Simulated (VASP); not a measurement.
Given:

```
Li2Se
1.0
    0.00000     3.06187     3.06187
    3.06187     0.00000     3.06187
    3.06187     3.06187     0.00000
Li Se
2 1
Direct
  0.25000   0.25000   0.25000
  0.75000   0.75000   0.75000
  0.00000   0.00000   0.00000
```

Level of theory: PW91 GGA, VASP's PBE PAW potentials (set 64) (plane waves; VASP). Run with 520 eV cut-off, 6×6×6 Γ-centred mesh, Gaussian smearing of 0.050 eV, potentials Li_sv Se.

Task: Give the stress tensor in GPa (positive for a compressed cell).

Result: 
```
-1.70   0.00   0.00
 0.00  -1.70   0.00
 0.00   0.00  -1.70
```
The pressure is its mean diagonal, -1.70 GPa.

The compound is Li2Se in the antifluorite structure. This cell is one point of a volume scan, at 1.06 of the reference volume.
